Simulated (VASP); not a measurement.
The system is Pb.

```xyz
1
Lattice="0.0000 2.4750 2.4750 2.4750 0.0000 2.4750 2.4750 2.4750 0.0000" Properties=species:S:1:pos:R:3 pbc="T T T"
Pb    0.0000    0.0000    0.0000
```

- Program: VASP 6.6.1
- Task: relaxation of cell and atoms
- Functional: PBE
- Potentials or basis: VASP PAW PBE potentials, release 64 (Pb_d)
- Cutoff: 600 eV
- k mesh: 14 × 14 × 14
- Occupations: methfessel-paxton, width 0.1 eV
- Spin: no spin polarisation

At the start: pressure 2.4 GPa; volume 30.32 Å³/atom.

Q: Where does the relaxation end?

A: Over 3 steps the energy falls by 12.1 meV/atom and the volume is 32.00 Å³/atom (+5.5 %); space group Fm-3m (No. 225, to 0.05 Å).

Step by step:
```csv
step,energy change (eV),largest force (eV/Å),pressure (GPa),volume (Å³)
1,0.0000,0.0000,2.42,30.32
2,-0.0116,0.0000,-0.46,32.38
3,-0.0121,0.0000,0.01,32.00
```

Final structure:
```
CELL_PARAMETERS angstrom
0.00000 2.51985 2.51985
2.51985 0.00000 2.51985
2.51985 2.51985 0.00000
ATOMIC_POSITIONS crystal
Pb 0.00000 0.00000 0.00000
```
